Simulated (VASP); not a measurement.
Given:

```xyz
10
Lattice="2.7793 1.6046 4.8943 -2.7793 1.6046 4.8943 0.0000 -3.2093 4.8943" Properties=species:S:1:pos:R:3 pbc="T T T"
Gd     0.0000     0.0000     5.3482
Gd     0.0000     0.0000     9.3346
O     -0.9200    -1.8605     8.5189
O      2.0713     0.1335     8.5189
O     -1.1513     1.7271     8.5189
O      0.9200     1.8605     6.1639
O     -2.0713    -0.1335     6.1639
O      1.1513    -1.7271     6.1639
Sc     0.0000     0.0000     2.1763
Sc     0.0000     0.0000    12.5065
```

Level of theory: PBEsol GGA, VASP's PBE PAW potentials (set 64) (plane waves; VASP 6.6.1). Settings: 520 eV cut-off, 6×6×6 Γ-centred mesh, tetrahedra with Blöchl corrections, potentials Gd_3 O Sc_sv.

The 4f electrons are frozen in the core of the lanthanide potential, so 4f levels, which can set the real gap, and their magnetism are missing.

Estimate the energy per atom (σ→0).

- energy per atom (σ→0): -9.004 eV/atom

The absolute energy has meaning only against runs of the same code, potentials and settings.

The structure was generated: GdScO3 was put into the ilmenite type (R-3), which need not be its known phase. It was relaxed first.
